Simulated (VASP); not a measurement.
Calculation: r2SCAN+rVV10, VASP's PBE PAW potentials (set 64) (plane waves; VASP).

The input files of a VASP run:

### KPOINTS
```
Automatic mesh
0
Gamma
8 8 8
0 0 0
```

**INCAR**
```
SYSTEM = Pt3Ti
ALGO = Normal   # blocked Davidson
ENCUT = 520
ISIF = 2   # forces and stress, cell fixed
LREAL = .FALSE.
LWAVE = .FALSE.
CPARAM = 0.0093
METAGGA = R2SCAN
LASPH = .TRUE.
NELM = 100   # most electronic steps
LUSE_VDW = .TRUE.
LMIXTAU = .TRUE.
LMAXMIX = 6   # l cut-off of mixed one-centre charges
BPARAM = 11.95
SIGMA = 0.1
PREC = Accurate
EDIFF = 1E-7
LCHARG = .FALSE.
ISMEAR = 1   # Methfessel-Paxton
```

### POSCAR
```
Pt3Ti
1
    3.9162584603     0.0000000000     0.0000000000
    0.0000000000     3.9162584603     0.0000000000
    0.0000000000     0.0000000000     3.9162584603
Ti Pt
1 3
Direct
  0.0000000000   0.0000000000   0.0000000000
  0.0000000000   0.5000000000   0.5000000000
  0.5000000000   0.0000000000   0.5000000000
  0.5000000000   0.5000000000   0.0000000000
```

POTCAR, in this order: Ti_sv Pt (PBE.64 set). Program: vasp_std.

Output

OSZICAR:
```
       N       E                     dE             d eps       ncg     rms          rms(c)
DAV:   1     0.251541916488E+03    0.25154E+03   -0.22189E+04  1750   0.186E+03
DAV:   2    -0.148548573701E+03   -0.40009E+03   -0.39188E+03  1882   0.467E+02
DAV:   3    -0.184340413094E+03   -0.35792E+02   -0.34517E+02  2533   0.118E+02
DAV:   4    -0.185602146518E+03   -0.12617E+01   -0.12558E+01  2163   0.234E+01
DAV:   5    -0.185642807679E+03   -0.40661E-01   -0.40617E-01  2591   0.400E+00    0.234E+01
DAV:   6    -0.170793243614E+03    0.14850E+02   -0.21660E+01  2464   0.457E+01    0.954E+00
DAV:   7    -0.171017138578E+03   -0.22389E+00   -0.15310E+01  2415   0.262E+01    0.925E+00
DAV:   8    -0.170104848539E+03    0.91229E+00   -0.29131E+00  2325   0.102E+01    0.368E+00
DAV:   9    -0.170550991112E+03   -0.44614E+00   -0.26191E+00  2445   0.106E+01    0.351E+00
DAV:  10    -0.170417880590E+03    0.13311E+00   -0.18177E+00  2378   0.102E+01    0.946E-01
DAV:  11    -0.170421084749E+03   -0.32042E-02   -0.90002E-02  2621   0.188E+00    0.274E-01
DAV:  12    -0.170420289738E+03    0.79501E-03   -0.21581E-03  2158   0.325E-01    0.222E-01
DAV:  13    -0.170416820828E+03    0.34689E-02   -0.83976E-03  2047   0.563E-01    0.194E-01
DAV:  14    -0.170421581805E+03   -0.47610E-02   -0.52330E-03  2046   0.465E-01    0.761E-02
DAV:  15    -0.170421508026E+03    0.73779E-04   -0.15874E-04  2100   0.981E-02    0.718E-02
DAV:  16    -0.170421668258E+03   -0.16023E-03   -0.11055E-03  2391   0.220E-01    0.465E-02
DAV:  17    -0.170421600783E+03    0.67475E-04   -0.55470E-05  1931   0.610E-02    0.378E-02
DAV:  18    -0.170421614313E+03   -0.13530E-04   -0.37855E-06  2314   0.130E-02    0.325E-02
DAV:  19    -0.170421657776E+03   -0.43463E-04   -0.83986E-05  2315   0.594E-02    0.477E-03
DAV:  20    -0.170421660924E+03   -0.31485E-05   -0.31208E-06  1865   0.153E-02    0.236E-03
DAV:  21    -0.170421661166E+03   -0.24164E-06   -0.12770E-07  1376   0.297E-03    0.209E-03
DAV:  22    -0.170421660967E+03    0.19911E-06   -0.25130E-07  1272   0.350E-03    0.119E-03
DAV:  23    -0.170421661070E+03   -0.10319E-06   -0.79868E-08   916   0.255E-03    0.952E-04
DAV:  24    -0.170421661082E+03   -0.11456E-07   -0.40617E-08   901   0.173E-03
   1 F= -.17042166E+03 E0= -.17042114E+03  d E =-.154877E-02
```

OUTCAR:
```
------------------------ aborting loop because EDIFF is reached ----------------------------------------
  FORCE on cell =-STRESS in cart. coord.  units (eV):
  Direction    XX          YY          ZZ          XY          YZ          ZX
  --------------------------------------------------------------------------------------
  Total       -0.0258448     -0.0258448     -0.0258448      0.0000000      0.0000000      0.0000000
  in kB       -0.6893981     -0.6893981     -0.6893981      0.0000000      0.0000000      0.0000000
  external PRESSURE =      -0.6893981 kB  Pullay stress =       0.0000000 kB
  volume of cell :       60.06
      direct lattice vectors                 reciprocal lattice vectors
     3.916258460  0.000000000  0.000000000     0.255345762  0.000000000  0.000000000
     0.000000000  3.916258460  0.000000000     0.000000000  0.255345762  0.000000000
     0.000000000  0.000000000  3.916258460     0.000000000  0.000000000  0.255345762
 POSITION                                       TOTAL-FORCE (eV/Angst)
 -----------------------------------------------------------------------------------
      0.00000      0.00000      0.00000         0.000000      0.000000      0.000000
      0.00000      1.95813      1.95813         0.000000      0.000000      0.000000
      1.95813      0.00000      1.95813         0.000000      0.000000      0.000000
      1.95813      1.95813      0.00000         0.000000      0.000000      0.000000
 -----------------------------------------------------------------------------------
    total drift:                                0.000000      0.000000     -0.000000
  FREE ENERGIE OF THE ION-ELECTRON SYSTEM (eV)
  ---------------------------------------------------
  free  energy   TOTEN  =      -170.4216610816 eV

  energy  without entropy=     -170.4201123135  energy(sigma->0) =     -170.42114483
```
(Selected blocks of OUTCAR.)

### OUTCAR
```
 val. band max:       11.5130385348   @ k =   0.5000   0.0000   0.0000

 cond. band min:      11.5357867820   @ k =   0.3750   0.0000   0.0000


 Fermi energy:        11.5163378517

 k-point     1 :       0.0000    0.0000    0.0000
  band No.  band energies     occupation
      1     -49.2037      2.00000
      2     -24.3741      2.00000
      3     -24.3741      2.00000
      4     -24.3741      2.00000
      5       0.9656      2.00000
      6       3.9143      2.00000
      7       4.2335      2.00000
      8       4.2335      2.00000
      9       4.5513      2.00000
     10       4.5513      2.00000
     11       4.5513      2.00000
     12       7.7493      2.00000
     13       7.7493      2.00000
     14       7.7493      2.00000
     15       9.6993      2.00000
     16       9.6993      2.00000
     17      10.8910      2.00000
     18      11.5092      1.12001
     19      11.5092      1.12001
     20      11.5092      1.12001
     21      12.9488     -0.00000
     22      12.9488     -0.00000
     23      13.0824     -0.00000
     24      13.0824     -0.00000
     25      13.0824     -0.00000

 k-point     2 :       0.1250    0.0000    0.0000
  band No.  band energies     occupation
      1     -49.2035      2.00000
      2     -24.3781      2.00000
      3     -24.3747      2.00000
      4     -24.3747      2.00000
      5       1.1787      2.00000
      6       4.0472      2.00000
      7       4.3064      2.00000
      8       4.4119      2.00000
      9       4.6304      2.00000
     10       4.6814      2.00000
     11       4.6814      2.00000
     12       7.6194      2.00000
     13       7.8106      2.00000
     14       7.8106      2.00000
     15       9.5180      2.00000
     16       9.7234      2.00000
     17      10.6523      2.00000
     18      10.6523      2.00000
     19      10.6983      2.00000
     20      11.5098      1.11091
     21      11.9681     -0.00000
     22      12.7006     -0.00000
     23      12.7006     -0.00000
...
```

Unless said otherwise, spin-orbit coupling is left out, though it shifts the bands of the heavy elements here.

The compound is Pt3Ti in the L1_2 structure. It was relaxed first.
